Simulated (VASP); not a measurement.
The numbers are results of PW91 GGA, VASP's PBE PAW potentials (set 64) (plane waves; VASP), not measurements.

VASP input:

### INCAR
```
ALGO = Normal
EDIFF = 1E-7
ENCUT = 520
GGA = 91
ISIF = 2
ISMEAR = -5
LASPH = .TRUE.
LCHARG = .TRUE.
LMAXMIX = 4
LORBIT = 11
LREAL = .FALSE.
LWAVE = .FALSE.
NEDOS = 601
NELM = 100
PREC = Accurate
SYSTEM = V
```

**POSCAR**
```
V
2.5934790
 -0.5773503295   0.5773503295   0.5773503295
  0.5773503295  -0.5773503295   0.5773503295
  0.5773503295   0.5773503295  -0.5773503295
V
1
Cartesian
  0.0000000000   0.0000000000   0.0000000000
```

### KPOINTS
```
Automatic mesh
0
Gamma
19 19 19
0 0 0
```

POTCAR, in this order: V_sv (PBE.64 set). Program: vasp_std.

Output of the run:

File OSZICAR:
```
       N       E                     dE             d eps       ncg     rms          rms(c)
DAV:   1     0.881122531685E+02    0.88112E+02   -0.73008E+03  4400   0.141E+03
DAV:   2    -0.879724246647E+01   -0.96909E+02   -0.95125E+02  4510   0.374E+02
DAV:   3    -0.102941713169E+02   -0.14969E+01   -0.14767E+01  4612   0.549E+01
DAV:   4    -0.103038572460E+02   -0.96859E-02   -0.96817E-02  4474   0.465E+00
DAV:   5    -0.103039687699E+02   -0.11152E-03   -0.11152E-03  4564   0.495E-01    0.183E+01
DAV:   6    -0.898159165038E+01    0.13224E+01   -0.54397E+00  4420   0.349E+01    0.171E+00
DAV:   7    -0.896442942255E+01    0.17162E-01   -0.20085E-02  4416   0.229E+00    0.992E-01
DAV:   8    -0.895663429824E+01    0.77951E-02   -0.62063E-03  4446   0.134E+00    0.502E-02
DAV:   9    -0.895667020405E+01   -0.35906E-04   -0.57894E-05  4442   0.129E-01    0.291E-02
DAV:  10    -0.895667622786E+01   -0.60238E-05   -0.78241E-06  4438   0.338E-02    0.230E-03
DAV:  11    -0.895667632354E+01   -0.95676E-07   -0.28368E-07  4356   0.820E-03
   1 F= -.89566763E+01 E0= -.89566763E+01  d E =0.000000E+00
```

File OUTCAR:
```
------------------------ aborting loop because EDIFF is reached ----------------------------------------
  FORCE on cell =-STRESS in cart. coord.  units (eV):
  Direction    XX          YY          ZZ          XY          YZ          ZX
  --------------------------------------------------------------------------------------
  Total        0.0102588      0.0102588      0.0102588     -0.0000000     -0.0000000     -0.0000000
  in kB        1.2240032      1.2240032      1.2240032     -0.0000000     -0.0000000     -0.0000000
  external PRESSURE =       1.2240032 kB  Pullay stress =       0.0000000 kB
  volume of cell :       13.43
      direct lattice vectors                 reciprocal lattice vectors
    -1.497345955  1.497345955  1.497345955     0.000000000  0.333924166  0.333924166
     1.497345955 -1.497345955  1.497345955     0.333924166  0.000000000  0.333924166
     1.497345955  1.497345955 -1.497345955     0.333924166  0.333924166  0.000000000
 POSITION                                       TOTAL-FORCE (eV/Angst)
 -----------------------------------------------------------------------------------
      0.00000      0.00000      0.00000        -0.000000     -0.000000      0.000000
 -----------------------------------------------------------------------------------
    total drift:                                0.000000     -0.000000      0.000000
  FREE ENERGIE OF THE ION-ELECTRON SYSTEM (eV)
  ---------------------------------------------------
  free  energy   TOTEN  =        -8.9566763235 eV

  energy  without entropy=       -8.9566763235  energy(sigma->0) =       -8.95667632

 total charge

# of ion       s       p       d       tot
------------------------------------------
    1        2.342   6.220   3.109  11.671
```
(Selected blocks of OUTCAR.)

For a metal the tetrahedron method with Blöchl corrections gives inexact stress and forces.

The compound is V in the bcc structure. It was relaxed first. The run is not spin-polarised, so no magnetic state was tried.
